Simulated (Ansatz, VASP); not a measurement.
One structure in several programs: CaCd₂As₂ (P-3m1, 5 atoms in the cell)

Self-consistent single point.

```
Ca(CdAs)2
1.0
    4.41388     0.00000     0.00000
   -2.20694     3.82253     0.00000
    0.00000     0.00000     7.20606
Ca Cd As
1 2 2
Direct
  0.00000   0.00000   0.00000
  0.33333   0.66667   0.63325
  0.66667   0.33333   0.36675
  0.33333   0.66667   0.23766
  0.66667   0.33333   0.76234
```

Shared settings, as Ansatz (an electronic-structure program) writes them: kpoints.mp_grid.grid = 7 7 4; magnetization.spin_orbit = true; scf.occupations.method = fermi_dirac; scf.occupations.width = 0.05 eV. Potentials and cutoffs stand in the table.

| code | model | pressure (GPa) | largest force (eV/Å) | cutoff |
|---|---|---|---|---|
| Ansatz | LDA (PW92) with spin-orbit coupling, PAW files made with PBE | -4.15 | 0.090 | default |
| VASP | LDA (PZ), spin-orbit coupling, VASP's LDA PAW potentials (set 64) | -3.80 | 0.054 | 300 eV |

No clean gap comes from Ansatz and VASP: levels at the Fermi energy touch, overlap or are partly filled at this smearing.

The spread over the programs that give each value: pressure within 0.35 GPa; largest force within 0.036 eV/Å.

Ansatz's pressure is given at a fixed set of plane waves, as the other plane-wave codes print theirs; with its correction for the finite basis it is -4.11 GPa. The same LDA comes in different parametrisations, which differ slightly.

VASP's run is marked for a possible Pulay error in its stress at this cutoff; no cutoff test was made.

The starting cell comes from a database of computed structures (which also holds hypothetical and non-ambient phases and stackings), without a prior relaxation at this level.

Keys are those of Ansatz 0.2.
